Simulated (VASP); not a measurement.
Here is the system:

```xyz
5
Lattice="6.2200 0.0000 0.0000 0.0000 6.2200 0.0000 0.0000 0.0000 6.2200" Properties=species:S:1:pos:R:3 pbc="T T T"
Cs     0.0000     0.0000     0.0000
Sn     3.1100     3.1100     3.1100
I      3.1100     0.0000     3.1100
I      0.0000     3.1100     3.1100
I      3.1100     3.1100     0.0000
```

Calculation: PBEsol GGA, VASP's PBE PAW potentials (set 64) (plane waves; VASP 6.6.1). Numerical set-up: 300 eV cut-off, 3×3×3 Γ-centred mesh, Fermi-Dirac smearing of 0.010 eV, potentials Cs_sv Sn_d I.

At this cut-off the stress carries a Pulay error, which pulls relaxed volumes low. Energy and stress use the plane-wave basis of the starting cell.

Task: The ions, cell shape and volume are relaxed. What does this cell relax into?

Result: 
```xyz
5
Lattice="6.0814 0.0000 0.0000 0.0000 6.0814 0.0000 0.0000 0.0000 6.0814" Properties=species:S:1:pos:R:3 pbc="T T T"
Cs     0.0000     0.0000     0.0000
Sn     3.0407     3.0407     3.0407
I      3.0407     0.0000     3.0407
I      0.0000     3.0407     3.0407
I      3.0407     3.0407     0.0000
```
Space group Pm-3m (221), at a tolerance of 0.03 Å.

Task: How do energy and volume change from the first to the last step?

Result: The energy (σ→0) changes by -11.8 meV/atom and the volume by -6.5 %, in 3 ionic steps.

The structure is a typed CsSnI3 crystal. This run relaxes it. Symmetry was kept, so distortions that lower it aren't found. The run is one of a series of settings (EDIFFG = -0.01, IBRION = 2, ISIF = 3, NSW = 50 against the base run), some of them coarse on purpose.
